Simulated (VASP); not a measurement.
Output of a VASP run:

**OSZICAR**
```
...
DAV:   4    -0.198477255866E+02    0.87982E-03   -0.21286E-03  2578   0.360E-01    0.213E-01
DAV:   5    -0.198476622596E+02    0.63327E-04   -0.16639E-04  2710   0.792E-02    0.397E-02
DAV:   6    -0.198476622504E+02    0.91738E-08   -0.56341E-06  2730   0.170E-02
   2 F= -.19847662E+02 E0= -.19847659E+02  d E =0.506431E-03
       N       E                     dE             d eps       ncg     rms          rms(c)
DAV:   1    -0.198590131392E+02   -0.11351E-01   -0.24337E-01  2134   0.430E+00    0.118E+00
DAV:   2    -0.198518237946E+02    0.71893E-02   -0.14378E-02  2170   0.101E+00    0.311E-01
DAV:   3    -0.198496675756E+02    0.21562E-02   -0.42826E-03  2230   0.499E-01    0.157E-01
DAV:   4    -0.198494229487E+02    0.24463E-03   -0.58952E-04  2524   0.191E-01    0.123E-01
DAV:   5    -0.198494120453E+02    0.10903E-04   -0.50504E-05  2710   0.438E-02    0.215E-02
DAV:   6    -0.198494130210E+02   -0.97572E-06   -0.15248E-06  2086   0.897E-03
   3 F= -.19849413E+02 E0= -.19849393E+02  d E =-.124434E-02
       N       E                     dE             d eps       ncg     rms          rms(c)
DAV:   1    -0.198494150829E+02   -0.30377E-05   -0.69461E-05  2188   0.728E-02    0.187E-02
DAV:   2    -0.198494129371E+02    0.21458E-05   -0.42147E-06  2214   0.172E-02    0.532E-03
DAV:   3    -0.198494123271E+02    0.61005E-06   -0.11024E-06  1220   0.840E-03
   4 F= -.19849412E+02 E0= -.19849392E+02  d E =-.124365E-02
       N       E                     dE             d eps       ncg     rms          rms(c)
DAV:   1    -0.198512890209E+02   -0.18761E-02   -0.58622E-02  2128   0.211E+00    0.591E-01
DAV:   2    -0.198495447542E+02    0.17443E-02   -0.35121E-03  2188   0.496E-01    0.152E-01
DAV:   3    -0.198490244190E+02    0.52034E-03   -0.10215E-03  2218   0.242E-01    0.765E-02
DAV:   4    -0.198489617041E+02    0.62715E-04   -0.14801E-04  2530   0.953E-02    0.588E-02
DAV:   5    -0.198489547992E+02    0.69049E-05   -0.12124E-05  2692   0.214E-02    0.106E-02
DAV:   6    -0.198489545751E+02    0.22413E-06   -0.33267E-07  1340   0.449E-03
   5 F= -.19848955E+02 E0= -.19848944E+02  d E =-.785893E-03
       N       E                     dE             d eps       ncg     rms          rms(c)
DAV:   1    -0.198515704225E+02   -0.26156E-02   -0.54857E-02  2128   0.204E+00    0.565E-01
DAV:   2    -0.198499517052E+02    0.16187E-02   -0.32540E-03  2170   0.478E-01    0.148E-01
DAV:   3    -0.198494661242E+02    0.48558E-03   -0.95917E-04  2212   0.236E-01    0.743E-02
DAV:   4    -0.198494109180E+02    0.55206E-04   -0.13462E-04  2506   0.912E-02    0.577E-02
DAV:   5    -0.198494100052E+02    0.91281E-06   -0.11355E-05  2686   0.208E-02    0.103E-02
DAV:   6    -0.198494103767E+02   -0.37147E-06   -0.30834E-07  1322   0.431E-03
   6 F= -.19849410E+02 E0= -.19849391E+02  d E =-.124169E-02
       N       E                     dE             d eps       ncg     rms          rms(c)
DAV:   1    -0.198495495180E+02   -0.13951E-03   -0.56411E-03  2152   0.636E-01    0.134E-01
DAV:   2    -0.198494630195E+02    0.86499E-04   -0.16663E-04  2638   0.105E-01    0.386E-02
DAV:   3    -0.198494344575E+02    0.28562E-04   -0.36380E-05  2600   0.452E-02    0.242E-02
DAV:   4    -0.198494289196E+02    0.55379E-05   -0.12695E-05  2720   0.268E-02    0.168E-02
DAV:   5    -0.198494293235E+02   -0.40393E-06   -0.86610E-07  1382   0.730E-03
   7 F= -.19849429E+02 E0= -.19849419E+02  d E =-.189469E-04
```

OUTCAR:
```
------------------------ aborting loop because EDIFF is reached ----------------------------------------
  FORCE on cell =-STRESS in cart. coord.  units (eV):
  Direction    XX          YY          ZZ          XY          YZ          ZX
  --------------------------------------------------------------------------------------
  Total        0.0154454      0.0154454      0.0075900     -0.0000000      0.0000000      0.0000000
  in kB        0.5513401      0.5513401      0.2709337     -0.0000000      0.0000000      0.0000000
  external PRESSURE =       0.4578713 kB  Pullay stress =       0.0000000 kB
  volume of cell :       44.88
      direct lattice vectors                 reciprocal lattice vectors
     3.200895192  0.000000000 -0.000000000     0.312412603  0.180371503 -0.000000000
    -1.600447596  2.772056512 -0.000000000     0.000000000  0.360743006  0.000000000
     0.000000000  0.000000000  5.058431670     0.000000000  0.000000000  0.197689732
 POSITION                                       TOTAL-FORCE (eV/Angst)
 -----------------------------------------------------------------------------------
      1.60045      0.92402      3.79382        -0.000000      0.000000      0.000000
     -0.00000      1.84804      1.26461         0.000000      0.000000      0.000000
 -----------------------------------------------------------------------------------
    total drift:                               -0.000159      0.000092     -0.000016
  FREE ENERGIE OF THE ION-ELECTRON SYSTEM (eV)
  ---------------------------------------------------
  free  energy   TOTEN  =       -19.8494293235 eV

  energy  without entropy=      -19.8493980863  energy(sigma->0) =      -19.84941891

 reached required accuracy - stopping structural energy minimisation
```
(Selected blocks of OUTCAR.)

POSCAR:
```
Hf
1
    3.1900000000     0.0000000000     0.0000000000
   -1.5950000000     2.7626210000     0.0000000000
    0.0000000000     0.0000000000     5.0500000000
Hf
2
Direct
  0.6666670000   0.3333330000   0.7500000000
  0.3333330000   0.6666670000   0.2500000000
```

Question: Reconstruct the remaining input files.

Answer: This is not unique; one that fits is the input of the run itself, PBE GGA, plane waves, VASP's PBE PAW potentials (set 64).

INCAR:
```
# general
SYSTEM =Hf
PREC   =Accurate
ENCUT  =480
LREAL  =.FALSE.
LASPH  =.TRUE.

# electronic loop
EDIFF  =1E-6
NELM   =100
ALGO   =Normal
LMAXMIX=6

# smearing
ISMEAR =1
SIGMA  =0.1

# functional
GGA    =PE

# ions
IBRION =2
NSW    =60
ISIF   =3
EDIFFG =-0.01

# output
LWAVE  =.FALSE.
LCHARG =.FALSE.
```

### KPOINTS
```
K-points
0
Gamma
12 12 7
0 0 0
```

POTCAR, in this order: Hf_pv (PBE.64 set). Program: vasp_std.

The compound is Hf in the hcp structure. This run relaxes it. Symmetry was kept, so distortions that lower it aren't found.
